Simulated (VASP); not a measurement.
Computed with AM05 GGA, VASP's PBE PAW potentials (set 64) (plane waves; VASP).

Input for VASP

INCAR:
```
! general
SYSTEM = LiH
PREC   = Accurate
ENCUT  = 520   ! plane-wave cut-off (eV)
LREAL  = .FALSE.
LASPH  = .TRUE.   ! aspherical one-centre terms

! electronic loop
EDIFF  = 1E-7   ! SCF stop (eV)
NELM   = 100   ! most electronic steps
ALGO   = Normal   ! blocked Davidson

! smearing
ISMEAR = -5   ! tetrahedra, Bloechl

! functional
GGA    = AM   ! AM05

! ions
ISIF   = 2

! output
LWAVE  = .FALSE.
LCHARG = .TRUE.
LORBIT = 11   ! lm-projected
NEDOS  = 601   ! DOS grid
```

### KPOINTS
```
kpoints
0
G
 13 13 13
0 0 0
```

File POSCAR:
```
LiH
2.8279020
  0.0000000000   0.7071068815   0.7071068815
  0.7071068815   0.0000000000   0.7071068815
  0.7071068815   0.7071068815   0.0000000000
Li H
1 1
Cart
  0.0000000000   0.0000000000   0.0000000000
  0.7071068815   0.7071068815   0.7071068815
```

POTCAR, in this order: Li_sv H (PBE.64 set). Program: vasp_std.

The resulting files:

OSZICAR:
```
       N       E                     dE             d eps       ncg     rms          rms(c)
DAV:   1    -0.927084618364E+00   -0.92708E+00   -0.14728E+03  1032   0.608E+02
DAV:   2    -0.607923836851E+01   -0.51522E+01   -0.51522E+01  1422   0.674E+01
DAV:   3    -0.617637186157E+01   -0.97133E-01   -0.97133E-01  1170   0.884E+00
DAV:   4    -0.617775629267E+01   -0.13844E-02   -0.13844E-02  1386   0.950E-01
DAV:   5    -0.617776749292E+01   -0.11200E-04   -0.11200E-04  1194   0.701E-02    0.267E+00
DAV:   6    -0.602138252008E+01    0.15638E+00   -0.13223E-01  1188   0.174E+00    0.135E+00
DAV:   7    -0.596988399350E+01    0.51499E-01   -0.16778E-01  1284   0.223E+00    0.199E-01
DAV:   8    -0.597152352606E+01   -0.16395E-02   -0.60287E-03  1206   0.749E-01    0.276E-02
DAV:   9    -0.597152042235E+01    0.31037E-05   -0.18542E-04  1488   0.751E-02    0.123E-02
DAV:  10    -0.597152035503E+01    0.67324E-07   -0.51038E-06  1158   0.197E-02    0.158E-03
DAV:  11    -0.597151921493E+01    0.11401E-05   -0.40941E-07  1260   0.772E-03    0.870E-04
DAV:  12    -0.597151814091E+01    0.10740E-05   -0.35524E-08   648   0.187E-03    0.831E-04
DAV:  13    -0.597151854328E+01   -0.40237E-06   -0.14150E-08   540   0.138E-03    0.118E-04
DAV:  14    -0.597151858211E+01   -0.38826E-07   -0.14377E-09   504   0.462E-04
   1 F= -.59715186E+01 E0= -.59715186E+01  d E =0.000000E+00
```

File OUTCAR:
```
------------------------ aborting loop because EDIFF is reached ----------------------------------------
  FORCE on cell =-STRESS in cart. coord.  units (eV):
  Direction    XX          YY          ZZ          XY          YZ          ZX
  --------------------------------------------------------------------------------------
  Total       -0.0051494     -0.0051494     -0.0051494     -0.0000000      0.0000000      0.0000000
  in kB       -0.5159321     -0.5159321     -0.5159321     -0.0000000      0.0000000      0.0000000
  external PRESSURE =      -0.5159321 kB  Pullay stress =       0.0000000 kB
  volume of cell :       15.99
      direct lattice vectors                 reciprocal lattice vectors
     0.000000000  1.999628964  1.999628964    -0.250046388  0.250046388  0.250046388
     1.999628964  0.000000000  1.999628964     0.250046388 -0.250046388  0.250046388
     1.999628964  1.999628964  0.000000000     0.250046388  0.250046388 -0.250046388
  FREE ENERGIE OF THE ION-ELECTRON SYSTEM (eV)
  ---------------------------------------------------
  free  energy   TOTEN  =        -5.9715185821 eV

  energy  without entropy=       -5.9715185821  energy(sigma->0) =       -5.97151858

 total charge

# of ion       s       p       d       tot
------------------------------------------
    1        2.022   0.079   0.000   2.101
    2        0.531   0.002   0.000   0.533
--------------------------------------------------
tot          2.553   0.081   0.000   2.634
```
(Selected blocks of OUTCAR.)

The compound is LiH in the rock salt structure. It was relaxed first, which changed the volume by -6 %.
